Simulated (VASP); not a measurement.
Given:

```yaml
crystal:
  lattice:
    - [-2.54538, 2.44748, 2.44748]
    - [2.54538, -2.44748, 2.44748]
    - [2.54538, 2.44748, -2.44748]
  atoms:
    - { symbol: Ba, position: [0.00000, 0.00000, 0.00000] }
```

Calculation: PBEsol GGA, VASP's PBE PAW potentials (set 64) (plane waves; VASP). Settings: 480 eV cut-off, 10×10×10 Γ-centred mesh, first-order Methfessel-Paxton smearing of 0.10 eV, potentials Ba_sv.

Unless said otherwise, spin-orbit coupling is left out, though it shifts the bands of the heavy elements here.

Problem. Predict the energy per atom (σ→0), band gap (on the k-mesh) with the smallest direct gap where there is one.

Solution. 
| Property | Result |
|---|---|
| band gap (on the k-mesh) | none (metal, semimetal or under 0.01 eV) |
| energy per atom (σ→0) | -2.143 eV/atom |

Only differences to runs with the same potentials and settings are physical.

The compound is Ba in the bcc structure. This cell was strained or had an atom moved on purpose.
